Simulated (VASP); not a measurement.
**Re (hcp): computed properties**

All values below come from LDA (Ceperley-Alder, Perdew-Zunger), VASP's LDA PAW potentials (set 64) (plane waves; VASP).

| Property | Value |
|---|---|
| space group | P6_3/mmc (194) |
| cell | a = b = 2.7397 Å, c = 4.4275 Å, α = β = 90.00°, γ = 120.00° |
| volume per atom | 14.39 Å³/atom |
| band gap (over mesh and band path) | none (metal, semimetal or under 0.01 eV) |
| density | 21.49 g/cm³ |

```xyz
2
Lattice="1.3698 -2.3726 0.0000 1.3698 2.3726 0.0000 0.0000 0.0000 4.4275" Properties=species:S:1:pos:R:3 pbc="T T T"
Re     1.3698     0.7909     1.1069
Re     1.3698    -0.7909     3.3206
```

Measured: a 2.761 Å at 293 K (computed value off by -0.8 %), c 4.458 Å at 293 K (computed value off by -0.7 %), as given by Wikipedia, Rhenium (infobox). The calculation is for a static lattice, while the measured a, c hold thermal and zero-point effects, which are part of the difference. Unless said otherwise, spin-orbit coupling is left out, though it shifts the bands of the heavy elements here.

The compound is Re in the hcp structure. It was relaxed first. Symmetry was kept, so distortions that lower it aren't found.
